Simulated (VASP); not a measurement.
# TiC: transverse stress against strain

TiC (rock salt, Fm-3m, 9.904 Å³/atom at rest, cube axes along x, y and z) under a strain ε along a cube axis (axis z), the other axes held. PBEsol in VASP (plane waves, PAW), 600 eV, 18×18×18 Γ-centred mesh, Methfessel-Paxton smearing 0.10 eV; ions are relaxed within the symmetry of each cell. Stress is positive for a compressed cell.

Here s stands for strain and y for stress xx.

```csv
strain (%),stress xx (GPa)
-1.50,1.67
-1.00,1.06
-0.50,0.44
0.00,-0.17
0.50,-0.77
1.00,-1.36
1.50,-1.94
3.00,?
```

Fit y against s with a straight line, and predict the withheld value at s = 3.00.

Means: s 0, y -0.153. About the means, the sum of products is -8.4400 and the sum of squares of s is 7.0000; the slope is their ratio. Least squares gives y = -0.153 - 1.2057·s. Residuals (row less fit): 0.014, 0.007, -0.010, -0.017, -0.014, -0.001, 0.022; standard error 0.016 (degrees of freedom: 5). The slope gives the elastic constant C12 = 121 ± 0.6 GPa. At the withheld row, y = -0.153 - 1.2057 × 3.0 = -3.770 GPa. The calculation gives -3.63 GPa, 0.140 GPa above the prediction (2.6 % of the range of y in the table). The row lies outside the fitted rows, so this is an extrapolation. From the scatter of the fitted rows alone, a prediction at this place has a standard error of 0.025 GPa, so the miss is 5.6 times that.

One order more, fitted to all 13 runs of the series, follows each within 0.02, so the miss is the next term of a smooth law. In a metal these values are sensitive to mesh and smearing; energies are taken to zero smearing, stresses follow the free energy. Rows are the converged runs of the series near zero and its far end; series whose fitted rows scatter by over a few per cent of the range, as at a crossing or softening among them, aren't shown in this form. Most that stay on the fit to the last digits aren't either.
